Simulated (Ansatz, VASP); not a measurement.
# LiY: VASP beside Ansatz, part 2 of 2

Wanted: the spread between two codes on one cell, functional and k mesh. The cell is generated by rule, not measured, and may not be a known phase. The cell is taken from a series of runs on this material, whose earlier steps may have relaxed, scaled, displaced or heated it; both programs get it as it stands.

VASP 6.6.1 and Ansatz 0.2.0.

So far: Starting point; VASP: zone-centre phonons, PBE.

The structure was built from a prototype and need not be the compound's stable phase.

## (3) Ansatz: zone-centre phonons, PBE

Level of this step: Ansatz beside VASP: Kohn-Sham DFT, plane waves, PBE (Ansatz).

Ansatz runs on its default PAW (the set named soft_2) files.

The same cell, functional, mesh and smearing now go to Ansatz, which takes its cutoff from its data sets.

File input.yaml:

```yaml
crystal:
  lattice:
    - [3.7237003005, 0.0, 0.0]
    - [0.0, 3.7237003005, 0.0]
    - [0.0, 0.0, 3.7237003005]
  atoms:
    - { symbol: "Y", position: [0.5, 0.5, 0.5] }
    - { symbol: Li, position: [0.0, 0.0, 0.0] }
kpoints:
  mp_grid: { grid: [12, 12, 12] }
hamiltonian:
  xc: pbe
scf:
  occupations: { method: methfessel_paxton, width: 0.2 }
output:
  eigenvalues: true
phonons:
  method: dfpt
  qmesh: [2, 2, 2]
  temperatures: { t_max: 1000, t_step: 50 }
  qpath:
    path:
      - [[0.0, 0.0, 0.0], [0.0, 0.5, 0.0], [0.5, 0.5, 0.0], [0.0, 0.0, 0.0], [0.5, 0.5, 0.5], [0.0, 0.5, 0.0]]
      - [[0.5, 0.5, 0.5], [0.5, 0.5, 0.0]]
    npoints: 10
```

Command:

```sh
> ansatz run input.yaml --threads 8 --pin off --max-ram 14336MiB --backend cpu --events-out ev --progress --plain --runs-dir out
```

Numbers of over 12 decimals in the logs are rounded to 6 here.

Log:

```text
Engine: ansatz 0.2.0, aarch64-unknown-linux-gnu
Pseudopotentials: kind: paw
Pseudopotential: Y, paw, valence charge 11, recommended cutoff 420 eV (normal), Y.paw.azcp
Pseudopotential: Li, paw, valence charge 3, recommended cutoff 420 eV (normal), Li.paw.azcp
Functional definition: PBE
  parameter kappa = 0.804
  parameter beta = 0.066725
  exchange = pbe_x(kappa = kappa, mu = beta*pi^2/3)
  correlation = pbe_c(beta = beta)
Crystal: 2 atoms, lattice volume = 51.633 Å³
Basis set: ecut = 420 eV, 1021 PW (Γ), exchange–correlation on 50×50×50 points (8 copies of the dense FFT grid, shifted against one another)
Bands: 11, of which v1, the nominal top of the filled ones, is band 7 counted from 1 (6 counted from 0)
Symmetry: 48 space group operations
k-points: 84 of 1728
Non-local potential: Y, projectors of the file, l = 0: 3, l = 1: 2, l = 2: 2, l = 3: 1
Non-local potential: Li, projectors of the file, l = 0: 3, l = 1: 2, l = 2: 1
PAW form: soft (Blöchl's): semilocal exchange-correlation on the pseudo side does not see the compensation charge
PAW one-centre angular grid: Y, 590 points (default); XC on 64 Gauss nodes
PAW one-centre angular grid: Li, 110 points (default); XC on 64 Gauss nodes
Initial density: superposition of atomic densities (neutral atoms: chi_scale 0, normalization atom), corrected by the library's trained network
Initial wavefunctions: pseudopotential atomic-orbital guess
Functional: x = pbe(κ = 0.804, μ = 0.219515), c = pbe(β = 0.066725)
SCF iter   1: F=—  HF=-4053.097455 eV  |F-HF|=—  |Δ(HF+E_count)|=         —  Δρ=1.67e-3  dr2=2.60e-3  ethr=1.77e-3  ⟨swp⟩=4.4  Hψ=4719  notcnv=0
preconditioner: auto → none  [metal: Δε(μ)=0.010 eV  Ē_g=3.084 eV  σ=0.200 eV  W_gap=0.04  n_scr=6 (ndim 8)  ℏωp=10.3 eV  f_vac=0.000  D(μ)=2.46/eV (n_scr^D=26)  sad-step TF]
SCF iter   2: F=—  HF=-4053.097027 eV  |F-HF|=—  |Δ(HF+E_count)|=   4.28e-4  S|Δr|=    0.00e0  Δρ=9.76e-4  dr2=8.27e-4  ethr=1.85e-5  ⟨swp⟩=2.3  Hψ=1918  notcnv=0
SCF iter   3: F=—  HF=-4053.096998 eV  |F-HF|=—  |Δ(HF+E_count)|=   2.95e-5  S|Δr|=    0.00e0  Δρ=2.09e-4  dr2=2.92e-5  ethr=5.91e-6  ⟨swp⟩=2.0  Hψ=1107  notcnv=0
SCF iter   4: F=—  HF=-4053.096988 eV  |F-HF|=—  |Δ(HF+E_count)|=   9.89e-6  S|Δr|=    0.00e0  Δρ=4.75e-5  dr2=7.91e-7  ethr=2.09e-7  ⟨swp⟩=2.1  Hψ=1398  notcnv=0
SCF iter   5: F=—  HF=-4053.096988 eV  |F-HF|=—  |Δ(HF+E_count)|=   6.51e-8  S|Δr|=    0.00e0  Δρ=6.65e-6  dr2=2.28e-8  ethr=5.65e-9  ⟨swp⟩=2.0  Hψ=1452  notcnv=0
SCF iter   6: F=—  HF=-4053.096988 eV  |F-HF|=—  |Δ(HF+E_count)|=   6.89e-9  S|Δr|=    0.00e0  Δρ=1.43e-6  dr2=8.28e-10  ethr=1.63e-10  ⟨swp⟩=2.2  Hψ=1385  notcnv=0
SCF iter   7: F=—  HF=-4053.096988 eV  |F-HF|=—  |Δ(HF+E_count)|=  2.60e-10  S|Δr|=    0.00e0  Δρ=2.69e-7  dr2=2.53e-11  ethr=5.92e-12  ⟨swp⟩=2.4  Hψ=1392  notcnv=0
SCF iter   8: F=-4053.096988 eV  HF=-4053.096988 eV  |F-HF|=4.55e-13  |Δ(HF+E_count)|=  6.37e-12  S|Δr|=    0.00e0  Δρ=3.84e-8  dr2=5.76e-13  ethr=1.00e-12  ⟨swp⟩=4.9  Hψ=3329  notcnv=0
SCF 1 converged in 8 iterations: F = -4053.096988 eV  dr2 = 5.76e-13
  greatest PAW one-centre occupation: 1.000 electrons in one spin orbital (limit 2), on the Li atom at site 1 (counted from 0), in its partial waves of l = 0
Initial density: read from a saved state, or passed on in memory by an earlier SCF of this step, an earlier step, the calling program or the single point that the run made first
iter 1 solved again at ethr=1.29e-7 eV; its pass at ethr=3.10e-3 eV (dr2=1.81e-5 eV) is discarded
SCF iter   1: F=—  HF=-4053.096988 eV  |F-HF|=—  |Δ(HF+E_count)|=         —  Δρ=3.92e-7  dr2=4.83e-11  ethr=1.29e-7  ⟨swp⟩=3.0  Hψ=7562  notcnv=0
eigensolver tolerance schedule: the retry pair's looser diagonalisation over-reported the residual by 375124.42 of it (diagonalisation noise at an unbounded share of the residual, at the tolerance the schedule requests for it); recorded, not acted on — ethr = c·dr2/N_el stays at c = 1.0e-1
preconditioner: auto → none  [metal: Δε(μ)=0.012 eV  Ē_g=3.068 eV  σ=0.200 eV  W_gap=0.05  n_scr=6 (ndim 8)  ℏωp=10.3 eV  f_vac=0.000  D(μ)=2.51/eV (n_scr^D=26)]
SCF iter   2: F=—  HF=-4053.096988 eV  |F-HF|=—  |Δ(HF+E_count)|=   7.65e-7  S|Δr|=    0.00e0  Δρ=2.58e-7  dr2=2.29e-11  ethr=1.00e-12  ⟨swp⟩=3.1  Hψ=2101  notcnv=0
SCF iter   3: F=-4053.096988 eV  HF=-4053.096988 eV  |F-HF|=4.09e-12  |Δ(HF+E_count)|=  4.55e-12  S|Δr|=    0.00e0  Δρ=1.59e-7  dr2=8.30e-12  ethr=1.00e-12  ⟨swp⟩=1.3  Hψ=2428  notcnv=0
SCF 2 converged in 3 iterations: F = -4053.096988 eV  dr2 = 8.30e-12
phonons: the bands overlap, so this run is a metal and interpolates without the dipole-dipole term. If the crystal is really an insulator or semiconductor, its LO-TO splitting is missing
NSCF: frozen V_eff on 84 k-points
NSCF: frozen V_eff on 196 k-points
DFPT response loops at q = (0, 0, 0) (fractional): preconditioner auto → Kerker (q_TF=auto, 2.195 Å⁻¹) (partly filled bands, converged f_vac=0.000); β = 1.00, the filter's whole step (`scf.mixing.beta` (0.50) is not read by the response loops under this deck's `scf.mixing.preconditioner`; to damp them name `kerker` or `kerker_dos`, under which they read `scf.mixing.beta`, and type it under 1.00, their step now; both keys bind the ground state too); Broyden in place of MSR1
NSCF: frozen V_eff on 686 k-points
DFPT response loops at q = (0, 0, -0.5) (fractional): mixed as the last ones told, above
NSCF: frozen V_eff on 686 k-points
DFPT response loops at q = (0, -0.5, -0.5) (fractional): mixed as the last ones told, above
NSCF: frozen V_eff on 392 k-points
DFPT response loops at q = (-0.5, -0.5, -0.5) (fractional): mixed as the last ones told, above
SCF converged after 8 iterations
Stability not checked: this state was not tested for a lower state beside it, because cold or Methfessel-Paxton smearing, or corrected tetrahedra, fill the levels in a way that the test cannot read (fill_not_monotonic; see scf.lower_state_search)
Free energy (F): -4053.096988 eV
Harris-Foulkes:  -4053.096988 eV  (|F-HF|=4.55e-13)
Internal energy: -4053.097086 eV  (E = F + TS)
E sigma→0 (E₀):  -4053.097012 eV
Entropy (-TS):   0.000098 eV (0.049 meV/atom)
Fermi energy:    6.354776 eV
--- Per-component energies (eV) ---
  E_band       = -231.279858
  E_kinetic    = 324.872445
  E_local      = -804.451063  (includes V_loc(G=0)·N_el)
  E_nonlocal   = 16.838909
  E_hartree    = 254.095144
  E_xc         = -182.615548
  E_vxc        = -210.948375  (∫ρ·V_xc dr)
  E_paw        = -2846.326774  (= ΣΔE_a)
  E_vpaw       = -65.782063  (= ΣTr[D̂ρ^β])
  E_aug_tail   = 0.000021  (compensation charges beyond the density's cutoff)
  E_ewald      = -815.510219
  E_smearing   = 0.000098  (= −TS)
  E_closure    = -0.000000  (closes the sum)
  Σ components = -4053.096988   (vs F -4053.096988, Δ=0.00e0)
--- Band table (eV; the first three rows and the last of 84) ---
  k-point 0: bands = [... 3 lower, -16.6166, -16.6166, 2.0932, 6.2853, 6.2853, 10.0574, 10.0574, 10.0574]
  k-point 1: bands = [... 3 lower, -16.6154, -16.6154, 2.1773, 6.3021, 6.3190, 9.7786, 9.7786, 10.0698]
  k-point 2: bands = [... 3 lower, -16.6120, -16.6120, 2.4192, 6.3197, 6.4146, 9.2715, 9.2715, 10.1040]
  k-point 83: bands = [... 3 lower, -16.7731, -16.7731, 5.4912, 5.4912, 5.4912, 10.7441, 10.7441, 10.7441]
--- Phonons (Γ-DFPT): 2 representative perturbations + reference (Σ response iterations 6) ---
  ASR residual: 6.156e-5 → 0.000e0 eV/Å²; symmetrization residual: 6.197e-7 eV/Å²
  ASR residual per site (eV/Å²): 6.16e-5 4.10e-5
  Γ frequencies (cm⁻¹): 0.00 0.00 0.00 323.02 323.02 323.02
--- Phonons (arbitrary-q DFPT): 4 irreducible q on the 2×2×2 mesh ---
  q = [0.0000, 0.0000, 0.0000] (star 1, of the zone-centre solve; hermiticity 5.02e-7, symmetrization 2.25e-13): 0.00 0.00 0.00 323.02 323.02 323.02
  q = [0.0000, 0.0000, -0.5000] (star 3, 4 solved perturbations in 1078 linear systems a pass and spin channel, the states on 343 of 1728 k-point pairs; hermiticity 1.07e-12, symmetrization 5.36e-13): 81.83 81.83 92.19 271.19 316.72 316.72
  q = [0.0000, -0.5000, -0.5000] (star 3, 4 solved perturbations in 1078 linear systems a pass and spin channel, the states on 343 of 1728 k-point pairs; hermiticity 1.85e-7, symmetrization 2.94e-14): 60.78 74.62 74.62 262.34 262.34 337.33
  q = [-0.5000, -0.5000, -0.5000] (star 1, 2 solved perturbations on 196 of 1728 k-point pairs; hermiticity 1.18e-13, symmetrization 2.29e-13): 130.52 130.52 130.52 253.98 253.98 253.98
  sum rule: each row above includes the acoustic sum rule's correction from the zone centre's row sums; it moved no ω² by more than (1.27 cm⁻¹)²
  mesh force constants: q→R imaginary residual 1.43e-17; ASR residual 6.156e-5 → 0.000e0 eV/Å²; symmetrization residual 1.332e-15 eV/Å²
  interpolated dispersion: 62 rows × 6 modes
  density of states and harmonic sums: on the 18×18×18 q-mesh, interpolated from the force constants of a 2×2×2 supercell (no non-analytic term)
  largest difference from the sums on the solved wave vectors: F 8.47e-2 eV, S 1.17e-4 and C_V 3.23e-5 eV/K
  zero-point energy: 0.069512 eV/cell   skipped modes (ω ≤ 0): 3   left out of the sums: 8.57e-5 of the cell's modes: C_V's classical limit lies that fraction below 3 k_B per atom; for a crystal, a wire or a layer, F and S can be off by more, and a phonons.interpolated_qmesh denser along its periods is the remedy for the sampling
```

## (4) Differences

Known differences besides the potentials themselves: VASP's run holds the zone centre alone; the cutoff is 420 eV in Ansatz and 750 eV in VASP. Total energies have different zeros and are not compared.

Both answers:

```tsv
quantity	Ansatz	VASP	difference
optical mode 1 to 3 (cm⁻¹)	323.0	322.2	+0.27 %
```

Modes are paired by rising frequency, not by their patterns, so a pair may set unlike modes beside each other; they are those without the splitting of longitudinal modes.

## (5) Results

```json
{
 "r.m.s. difference of the optical zone-centre modes, each program's sorted by frequency (zone-centre phonons, PBE)": "0.85 cm⁻¹"
}
```

The r.m.s. difference of the optical zone-centre modes, each program's sorted by frequency is 0.85 cm⁻¹ (zone-centre phonons, PBE). How closely two codes agree says nothing of how well the functional describes the real material.

[Lines on the potential files, build, host, timing and source positions are cut from VASP's logs without a mark.]

[Logs are printed without paths, hosts, clocks, repeated set-up lines and the standing remarks that a program may print on its own settings, such as how far it seeks lower states.]

[Hosts, paths, dates, database ids (printed as entryN), source tags and the programs' standing remarks are cut or masked in the printed files.]
